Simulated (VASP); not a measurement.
Si3P4:

```
CELL_PARAMETERS angstrom
4.96483 0.00000 0.00000
0.00000 4.96483 0.00000
0.00000 0.00000 4.96483
ATOMIC_POSITIONS crystal
Si 0.50000 0.00000 0.00000
Si 0.00000 0.50000 0.00000
Si 0.00000 0.00000 0.50000
P 0.00000 0.50000 0.50000
P 0.50000 0.00000 0.50000
P 0.50000 0.50000 0.00000
P 0.50000 0.50000 0.50000
```

The cell was built by a generator and needn't be a form met in nature.

- Program: VASP 6.6.1
- Task: relaxation of cell and atoms
- Functional: PBE
- Potentials or basis: VASP PAW PBE potentials, release 64 (Si, P)
- Cutoff: 520 eV
- k mesh: 3 × 3 × 3
- Occupations: gaussian, width 0.15 eV
- Spin: no spin polarisation

At the start: pressure -4.4 GPa; volume 17.48 Å³/atom.

Q: How do energy, volume and symmetry change on relaxing?

A: Over 3 steps the energy falls by 14.7 meV/atom and the volume is 16.49 Å³/atom (-5.7 %); space group Pm-3m (No. 221, to 0.05 Å).

The path:
| step | energy change (eV) | largest force (eV/Å) | pressure (GPa) | volume (Å³) |
| --- | --- | --- | --- | --- |
| 1 | 0.0000 | 0.0000 | -4.38 | 122.38 |
| 2 | -0.0977 | 0.0000 | 1.14 | 114.11 |
| 3 | -0.1032 | 0.0000 | 0.13 | 115.46 |

Final structure:
```cif
data_structure
_symmetry_space_group_name_H-M 'P 1'
_symmetry_Int_Tables_number 1
_cell_length_a 4.8694
_cell_length_b 4.8694
_cell_length_c 4.8694
_cell_angle_alpha 90.000
_cell_angle_beta 90.000
_cell_angle_gamma 90.000
_cell_volume 115.46
loop_
_atom_site_label
_atom_site_type_symbol
_atom_site_fract_x
_atom_site_fract_y
_atom_site_fract_z
_atom_site_occupancy
Si1 Si 0.50000 0.00000 0.00000 1
Si2 Si 0.00000 0.50000 0.00000 1
Si3 Si 0.00000 0.00000 0.50000 1
P1 P 0.00000 0.50000 0.50000 1
P2 P 0.50000 0.00000 0.50000 1
P3 P 0.50000 0.50000 0.00000 1
P4 P 0.50000 0.50000 0.50000 1
```

Caveat: the k mesh is coarse (spacing up to 0.42 Å⁻¹), so the values aren't converged; the relaxation stopped at a loose force limit of 0.08 eV/Å, so its end isn't a converged minimum.
